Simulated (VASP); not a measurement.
The cell holds one MgSe (rock salt) (100) slab, with vacuum along c, ions free to move until forces fall under 0.03 eV/Å, no reconstruction beyond this cell, dipole correction on. Ionisation potential and electron affinity count from the cell's own band edges, surface states included.

Data:

```
MgSe
1.0
    3.86344     0.00000     0.00000
    0.00000     3.86344     0.00000
    0.00000     0.00000    25.93768
Mg Se
4 4
Cartesian
  0.00000   1.93172   9.03367
  1.93172   0.00000  11.48861
  0.00000   1.93172  14.44907
  1.93172   0.00000  16.90400
  0.00000   1.93172  11.64863
  1.93172   0.00000   8.75970
  0.00000   1.93172  17.17798
  1.93172   0.00000  14.28905
```

Method: r2SCAN meta-GGA, VASP's PBE PAW potentials (set 64) (plane waves; VASP). Settings: 400 eV cut-off, 5×5×1 Γ-centred mesh, Gaussian smearing of 0.050 eV, potentials Mg Se.

Slab and bulk use different k-meshes, so the surface energy is good to a few per cent at best.

Predict its surface energy, ionisation potential, electron affinity.

| Quantity | Result |
|---|---|
| surface energy | 0.40 J/m² |
| ionisation potential | 5.65 eV |
| electron affinity | 2.63 eV |

The cell is a thin slab with vacuum, built from MgSe (rock salt): (100) face.
